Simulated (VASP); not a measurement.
An input for Quantum ESPRESSO's pw.x (written as the equivalent of a VASP run, and not itself run):

```
&CONTROL
  calculation = 'scf'
  pseudo_dir = './pseudo'
  outdir = './out'
  tprnfor = .true.
  tstress = .true.
/
&SYSTEM
  ibrav = 0
  nat = 2
  ntyp = 2
  ecutwfc = 82
  occupations = 'smearing'
  smearing = 'gaussian'
  degauss = 0.0147
  input_dft = 'pbe'
  noncolin = .true.
  lspinorb = .true.
/
&ELECTRONS
  conv_thr = 7.3e-08
  electron_maxstep = 100
/
ATOMIC_SPECIES
  Ag 107.868 Ag.upf
  B 10.810 B.upf
CELL_PARAMETERS angstrom
     2.9340840    0.0000000    0.0000000
     0.0000000    2.9340840    0.0000000
     0.0000000    0.0000000    2.9340840
ATOMIC_POSITIONS crystal
  Ag   0.0000000  0.0000000  0.0000000
  B    0.5000000  0.5000000  0.5000000
K_POINTS automatic
  6 6 6 0 0 0
```

Problem. Translate this input to VASP (INCAR, KPOINTS, POSCAR, choice of POTCAR).

Solution. One answer among several that fit: 
POSCAR:
```
AgB
2.9340840
  1.0000000000   0.0000000000   0.0000000000
  0.0000000000   1.0000000000   0.0000000000
  0.0000000000   0.0000000000   1.0000000000
Ag B
1 1
Direct
  0.0000000000   0.0000000000   0.0000000000
  0.5000000000   0.5000000000   0.5000000000
```

File KPOINTS:
```
Automatic mesh
0
Gamma
6 6 6
0 0 0
```

INCAR:
```
! general
SYSTEM        = AgB
PREC          = Accurate
ENCUT         = 400
LREAL         = .FALSE.   ! projection in real space or not
LASPH         = .TRUE.   ! aspherical one-centre terms

! electronic loop
EDIFF         = 1E-6   ! SCF stop (eV)
NELM          = 100
ALGO          = Normal   ! blocked Davidson
LMAXMIX       = 4   ! l cut-off of mixed one-centre charges

! smearing
ISMEAR        = 0   ! Gaussian
SIGMA         = 0.2   ! width (eV)

! functional
GGA           = PE   ! PBE
GGA_COMPAT    = .FALSE.

! spin
MAGMOM        = 0.0 0.0 0.0 0.0 0.0 0.0
LSORBIT       = .TRUE.
LNONCOLLINEAR = .TRUE.

! ions
ISIF          = 2

! output
LWAVE         = .FALSE.
LCHARG        = .FALSE.
LORBIT        = 11   ! lm-projected
```

POTCAR, in this order: Ag B (PBE.64 set). Program: vasp_ncl.

The two are equivalent in intent, not identical: the potentials are each code's own (VASP's PAW set, PseudoDojo norm-conserving files, fully relativistic, in pw.x), so ENCUT and ecutwfc are chosen apart and not converted; conv_thr bounds pw.x's estimated SCF error, while EDIFF bounds the energy change between steps.

The structure was generated: AgB was put into an ordered model structure, which need not be its known phase. The cell was not relaxed at this level. The k-mesh is coarse (spacing up to 0.36 per Å, 2π included), so the numbers may not be converged in it. The run is one of a series of settings (GGA_COMPAT = .FALSE., LNONCOLLINEAR = .TRUE., LSORBIT = .TRUE., MAGMOM = 0.0 0.0 0.0 0.0 0.0 0.0, program vasp_ncl against the base run), some of them coarse on purpose.
